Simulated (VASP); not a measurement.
## IrC: single point with r2SCAN+U

Crystal: IrC.

```
Ir C
1.0
     0.00000    2.31043    2.31043
     2.31043    0.00000    2.31043
     2.31043    2.31043    0.00000
Ir C
1 1
Direct
  0.00000 0.00000 0.00000
  0.75000 0.75000 0.75000
```

The cell was built by a generator and needn't be a form met in nature.

```
Program             : VASP 6.6.1
Task                : single point
Functional          : r2SCAN
Potentials or basis : VASP PAW PBE potentials, release 64 (Ir, C)
Cutoff              : 520 eV
k mesh              : 10 × 10 × 10
Occupations         : fermi-dirac, width 0.05 eV
Spin                : no spin polarisation
Hubbard terms       : Ir d U = 5 eV
```

| Quantity | Value |
| --- | --- |
| Pressure | -14.8 GPa |
| Band gap on the k mesh | none (metal or under the smearing width) |

Levels at points of the mesh, in eV from the Fermi level:
| k point | band 3 | band 4 | band 5 | band 6 | band 7 | band 8 | band 9 | band 10 |
| --- | --- | --- | --- | --- | --- | --- | --- | --- |
| (0.00, 0.00, 0.00) | -7.04 | -7.04 | -3.79 | -3.79 | 4.39 | 6.83 | 6.83 | 6.83 |
| (0.50, 0.00, 0.00) | -6.63 | -5.79 | -2.80 | -2.80 | -0.83 | 4.20 | 4.20 | 7.69 |
| (0.50, 0.50, 0.00) | -4.00 | -4.00 | -2.80 | -2.72 | -0.51 | 1.03 | 1.03 | 11.10 |

Eigenvalues of the final occupation matrices:
```csv
site,spin,trace,eigenvalues
site 1 d,1,3.93,0.70 0.70 0.70 0.91 0.91
site 1 d,2,3.93,0.70 0.70 0.70 0.91 0.91
```

Wall time 24 s on 1 thread of Intel(R) Xeon(R) 6975P-C (Granite Rapids) (shared host), peak memory 0.15 GiB.

Caveat: the PAW data sets were made with another functional, which shifts forces and pressure a little; U without spin polarisation on a metal has little footing; the U is typed as a test and isn't derived for this compound. Spin-orbit coupling is left out, which matters for the levels of Ir.
